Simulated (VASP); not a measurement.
Input:

```
AlTi2N
1.0
    2.96252     0.00000     0.00000
   -1.48126     2.56561     0.00000
    0.00000     0.00000    13.55997
Ti Al N
4 2 2
Direct
  0.33333   0.66667   0.08505
  0.66667   0.33333   0.91495
  0.66667   0.33333   0.58505
  0.33333   0.66667   0.41495
  0.33333   0.66667   0.75000
  0.66667   0.33333   0.25000
  0.00000   0.00000   0.00000
  0.00000   0.00000   0.50000
```

These are PBEsol GGA, VASP's PBE PAW potentials (set 64) (plane waves; VASP 6.6.1) values and carry that method's errors. Numerical set-up: 520 eV cut-off, 13×13×3 Γ-centred mesh, tetrahedra with Blöchl corrections, potentials Ti_sv Al N.

Problem. Estimate the energy per atom (σ→0), band gap (on the k-mesh) with the smallest direct gap where there is one.

Solution. 
* **band gap (on the k-mesh)**: none (metal, semimetal or under 0.01 eV)
* **energy per atom (σ→0)**: -8.627 eV/atom

Only differences to runs with the same potentials and settings are physical.

The structure comes from a computed database's Ti2AlN entry (P6_3/mmc); how it stands against other phases isn't given here. It was relaxed first.
